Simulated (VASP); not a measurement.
An input for Ansatz (written as the equivalent of a VASP run, and not itself run):

Ansatz 0.2 input:
```yaml
crystal:
  lattice:
    - [0.0000000, 3.4266579, 3.4266579]
    - [3.4266579, 0.0000000, 3.4266579]
    - [3.4266579, 3.4266579, 0.0000000]
  atoms:
    - { symbol: Ba, position: [0.0000000, 1.0000000, 0.0000000] }
    - { symbol: Te, position: [0.5000000, 0.5000000, 0.5000000] }
kpoints:
  mp_grid: { grid: [7, 7, 7] }
hamiltonian:
  xc: pbe
  dispersion: d4
  pseudopotentials: { kind: paw }
scf:
  occupations: { method: gaussian, width: 0.05 }
  max_iter: 100
output: { forces: true, stress: true, eigenvalues: true }
```

**Question.** Translate this input to VASP (INCAR, KPOINTS, POSCAR, choice of POTCAR).

**Answer.** One answer among several that fit: 
### INCAR
```
# general
SYSTEM   =  BaTe
PREC     =  Accurate
ENCUT    =  520
LREAL    =  .FALSE.
LASPH    =  .TRUE.

# electronic loop
EDIFF    =  1E-7
NELM     =  100
ALGO     =  Normal
LMAXMIX  =  4

# smearing
ISMEAR   =  0
SIGMA    =  0.05

# functional
GGA      =  PE
IVDW     =  13

# ions
ISIF     =  2

# output
LWAVE    =  .FALSE.
LCHARG   =  .FALSE.
```

File KPOINTS:
```
kpoints
0
G
 7 7 7
```

POSCAR:
```
BaTe
1
    0.0000000000     3.4266579325     3.4266579325
    3.4266579325     0.0000000000     3.4266579325
    3.4266579325     3.4266579325     0.0000000000
Ba Te
1 1
Direct
  0.0000000000   1.0000000000   0.0000000000
  0.5000000000   0.5000000000   0.5000000000
```

POTCAR, in this order: Ba_sv Te (PBE.64 set). Program: vasp_std.

Limits of the translation: each code has its own PAW files, so the cut-off isn't converted (ENCUT is set for VASP's; basis.ecutwfc is left out, and Ansatz then takes the one that its files recommend); Ansatz stops its SCF on the density residual and VASP on the energy change (EDIFF).

The compound is BaTe in the rock salt structure. This cell is one point of a volume scan, at 0.94 of the reference volume.
